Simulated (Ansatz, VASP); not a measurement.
**Ta2F: VASP beside Ansatz**

Contents of INCAR:

```
SYSTEM = Ta2F
PREC = Accurate ; ENCUT = 520
EDIFF = 1E-6 ; ISMEAR = 0
SIGMA = 0.1 ; LREAL = .FALSE.
LASPH = .TRUE. ; NELM = 150
ALGO = Normal ; ISIF = 2
LWAVE = .FALSE. ; LCHARG = .TRUE.
ISPIN = 2 ; MAGMOM = 1 1 0
LORBIT = 11 ; LMAXMIX = 4
GGA = PE ; LELF = .TRUE.
LVHAR = .TRUE. ; NBANDS = 26
```

File KPOINTS:

```
regular mesh
0
G
  6 6 4
  0 0 0
```

The input POSCAR:

```
Ta2F
1.0
    2.9297570200      0.0000000000      0.0000000000
   -1.4648785100      2.5372440000      0.0000000000
    0.0000000000      0.0000000000      4.9692852400
Ta F
2 1
Direct
    0.3333333300      0.6666666700      0.7571563600
    0.6666666700      0.3333333300      0.2428436400
    0.0000000000      0.0000000000      0.0000000000
```

Input for Ansatz:

```yaml
crystal:
  lattice:
    - [2.92975702, 0.0, 0.0]
    - [-1.46487851, 2.537244, 0.0]
    - [0.0, 0.0, 4.96928524]
  atoms:
    - { symbol: Ta, position: [0.33333333, 0.66666667, 0.75715636], spin: 1.0 }
    - { symbol: Ta, position: [0.66666667, 0.33333333, 0.24284364], spin: 1.0 }
    - { symbol: F, position: [0.0, 0.0, 0.0] }
basis:
  ecutwfc: 420
kpoints:
  mp_grid: { grid: [6, 6, 4] }
hamiltonian:
  xc: pbe
scf:
  occupations: { method: gaussian, width: 0.1 }
  lower_state_search: "off"
output:
  forces: true
  stress: true
  eigenvalues: true
  populations: true
magnetization:
  spin_polarized: true
```

Alike in both runs: task single point; functional PBE; k mesh 6 × 6 × 4; occupations gaussian, width 0.1 eV; collinear spin.

|  | VASP | Ansatz |
| --- | --- | --- |
| version | VASP 6.6.1 | Ansatz 0.2.0 |
| potentials or method | VASP PAW PBE potentials, release 64 (Ta_pv, F) | scalar-relativistic, plane waves, PAW |
| plane-wave cutoff (eV) | 520 | 420 |
| valence electrons in the cell | 29 | 33 |

```tsv
	VASP	Ansatz	Ansatz less VASP
gap on the k mesh at the Fermi level (eV)	none	none	-
rms of the force components (eV/Å)	3.042	2.993	-0.0493
net moment per atom (μB)	0.00	0.00	0.000
```

Atom by atom the forces differ by 0.049 eV/Å (rms over components). A gap of «none» marks a metal or a gap that the smearing closes. The two sets of potentials don't hold the same shells in valence. Ansatz warned: «seeded_moment_not_kept».

Caveats: the k mesh is coarse (spacing up to 0.41 Å⁻¹), so the values aren't converged; forces of over 1 eV/Å show positions far from the minimum, so gaps and moduli don't describe the material at rest. Spin-orbit coupling is left out, which matters for the levels of Ta.
